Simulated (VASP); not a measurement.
Set up this calculation in VASP 6.6.1, as the native input.

- Task: single point
- Functional: LDA
- Potentials or basis: VASP PAW LDA potentials, release 64 (Ni, Pt)
- Cutoff: 520 eV
- k mesh: 6 × 6 × 6
- Occupations: fermi-dirac, width 0.05 eV
- Spin: collinear spin, typed start
- Starting moments: [2.0, 2.0, 2.0, 0.0] μB
- Dipole correction: no
- Further INCAR settings: ALGO = Normal; EDIFF = 1e-07; NBANDS = 32

The structure of Ni3Pt lies in POSCAR:

```
Ni3Pt
1.0
    3.6245667900      0.0000000000      0.0000000000
    0.0000000000      3.6245667900      0.0000000000
    0.0000000000      0.0000000000      3.6245667900
Ni Pt
3 1
Direct
    0.4999999986      0.0000000000      0.4999999986
    0.0000000000      0.4999999986      0.4999999986
    0.4999999986      0.4999999986      0.0000000000
    0.0000000000      0.0000000000      0.0000000000
```

The cell comes from a database or a generator and needn't be the stable form of this composition.

The input as run:

INCAR

```
PREC = Accurate
ENCUT = 520
EDIFF = 1E-7
ISMEAR = -1
SIGMA = 0.05
LREAL = False
LASPH = True
NELM = 150
ALGO = Normal
ISIF = 2
LWAVE = False
LCHARG = True
ISPIN = 2
MAGMOM = 2 2 2 0
LORBIT = 11
LMAXMIX = 4
GGA = CA
LELF = True
LVHAR = True
NBANDS = 32
```

KPOINTS

```
Automatic mesh
0
Gamma
  6 6 6
```

Potentials or basis: VASP PAW LDA potentials, release 64 (Ni, Pt).

Command:

```sh
$ cat potpaw_LDA.64/Ni/POTCAR potpaw_LDA.64/Pt/POTCAR > POTCAR
$ mpirun -np 1 vasp_std > vasp.out
```

It gave:

```
Pressure                                              : -11.8 GPa
Band gap on the k mesh                                : none (metal or under the smearing width)
Net moment                                            : 1.96 μB per cell
Site moments                                          : Ni +0.56; Pt +0.28 μB
Valence electrons inside the program's atomic spheres : Ni 9.30; Pt 9.47
```

Run time: 60 s on 1 thread of Intel(R) Xeon(R) Platinum 8259CL CPU @ 2.50GHz (Skylake/Cascade Lake), with other jobs on the host, peak memory 0.17 GiB.
